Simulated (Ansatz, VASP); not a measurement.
# One calculation of BeCl, two programs

The input INCAR:

```
PREC = Accurate
ENCUT = 520
EDIFF = 1E-6
ISMEAR = 0
SIGMA = 0.1
LREAL = F
LASPH = T
NELM = 60
ALGO = Normal
ISIF = 2
LWAVE = F
LCHARG = T
GGA = PE
LELF = T
LVHAR = T
NBANDS = 17
```

KPOINTS

```
regular mesh
0
Gamma
  4 4 4
```

Contents of POSCAR:

```
BeCl
1.0
    3.8588140000      0.0000000000      0.0000000000
    0.0000000000      3.8588140000      0.0000000000
    0.0000000000      0.0000000000      5.0747792200
Be Cl
2 2
Direct
    0.5000000000      0.0000000000      0.2259747800
    0.0000000000      0.5000000000      0.7740252200
    0.5000000000      0.5000000000      0.0000000000
    0.0000000000      0.0000000000      0.0000000000
```

Input for Ansatz:

```yaml
crystal:
  lattice:
    - [3.858814, 0.0, 0.0]
    - [0.0, 3.858814, 0.0]
    - [0.0, 0.0, 5.07477922]
  atoms:
    - { symbol: Be, position: [0.5, 0.0, 0.22597478] }
    - { symbol: Be, position: [0.0, 0.5, 0.77402522] }
    - { symbol: Cl, position: [0.5, 0.5, 0.0] }
    - { symbol: Cl, position: [0.0, 0.0, 0.0] }
basis:
  ecutwfc: 420
kpoints:
  mp_grid: { grid: [4, 4, 4] }
hamiltonian:
  xc: pbe
scf:
  occupations: { method: gaussian, width: 0.1 }
  lower_state_search: "off"
output:
  forces: true
  stress: true
  eigenvalues: true
```

Change from the starting cell: species swapped into the PbO type (P4/nmm, No. 129).

Alike in both runs: task single point; functional PBE; k mesh 4 × 4 × 4; occupations gaussian, width 0.1 eV; no spin polarisation.

```csv
,VASP,Ansatz
version,VASP 6.6.1,Ansatz 0.2.0
potentials or method,"VASP PAW PBE potentials, release 64 (Be, Cl)","scalar-relativistic, plane waves, PAW"
plane-wave cutoff (eV),520,420
valence electrons in the cell,18,18
```

```tsv
	VASP	Ansatz	Ansatz less VASP
gap on the k mesh at the Fermi level (eV)	none	none	-
pressure (GPa)	7.3	7.3	+0.03
largest component of the traceless stress (GPa)	12.74	12.79	+0.058
rms of the force components (eV/Å)	0.035	0.043	+0.0078
```

Atom by atom the forces differ by 0.008 eV/Å (rms over components). A gap of «none» marks a metal or a gap that the smearing closes. With one functional, cell and mesh, what is left measures potentials, basis and numerics.

Caveats: the k mesh is coarse (spacing up to 0.41 Å⁻¹), so the values aren't converged.
